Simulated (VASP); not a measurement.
A cell of CuZn (CsCl type) near equilibrium:

```
CuZn
1.0
    2.90691     0.00000     0.00000
    0.00000     2.90691     0.00000
    0.00000     0.00000     2.90691
Zn Cu
1 1
Direct
  0.50000   0.50000   0.50000
  0.00000   0.00000   0.00000
```

Calculation: PBEsol GGA, VASP's PBE PAW potentials (set 64) (plane waves; VASP 6.6.1).

| run | ΔE (meV/atom) | σxx | σyy | σzz | largest shear component, with its sign (GPa) | largest force (eV/Å) |
|---|---|---|---|---|---|---|
| as it is | 0.0 | 0.91 | 0.91 | 0.91 | 0.00 | 0.000 |
| after one change | 26.0 | 10.73 | 10.73 | 10.73 | 0.00 | 0.000 |
Stress is in GPa, positive when the cell is compressed.

Problem. Which change was made?
A) isotropic strain of -1.5 %
B) atom 2 (Cu) moved by -0.200 Å along z
C) isotropic strain of -2.0 %
D) atom 2 (Cu) moved by -0.075 Å along z

Solution. C, isotropic strain of -2.0 %

The compound is CuZn in the CsCl type structure. The electron count is odd and the run is not spin-polarised, which forces a metal.
